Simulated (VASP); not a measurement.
```
CELL_PARAMETERS angstrom
      2.97432     0.00000     0.00000
      0.00000     2.97432     0.00000
      0.00000     0.00000     2.97432
ATOMIC_POSITIONS crystal
  Ge 0.00000 0.00000 0.00000
  Si 0.50000 0.50000 0.50000
```

Level of theory: r2SCAN meta-GGA, VASP's PBE PAW potentials (set 64) (plane waves; VASP 6.6.1). Run with 400 eV cut-off, 11×11×11 Γ-centred mesh, first-order Methfessel-Paxton smearing of 0.10 eV, potentials Ge_d Si.

Energy and stress use the plane-wave basis of the starting cell.

**Question.** The ions, cell shape and volume are relaxed. Give the cell that the relaxation ends in.

**Answer.** 
```
CELL_PARAMETERS angstrom
      3.21681     0.00000     0.00000
      0.00000     3.21681     0.00000
      0.00000     0.00000     3.21681
ATOMIC_POSITIONS crystal
  Ge 0.00000 0.00000 0.00000
  Si 0.50000 0.50000 0.50000
```
Space group Pm-3m (221), at a tolerance of 0.03 Å.

**Question.** How do energy and volume change from the first to the last step?

**Answer.** The energy (σ→0) changes by -260.8 meV/atom and the volume by +26.5 %, in 5 ionic steps.

The structure was generated: SiGe was put into the CsCl type (Pm-3m), which need not be its known phase. This run relaxes it. Symmetry was kept, so distortions that lower it aren't found. VASP warned that the highest band is occupied, so more bands are needed.
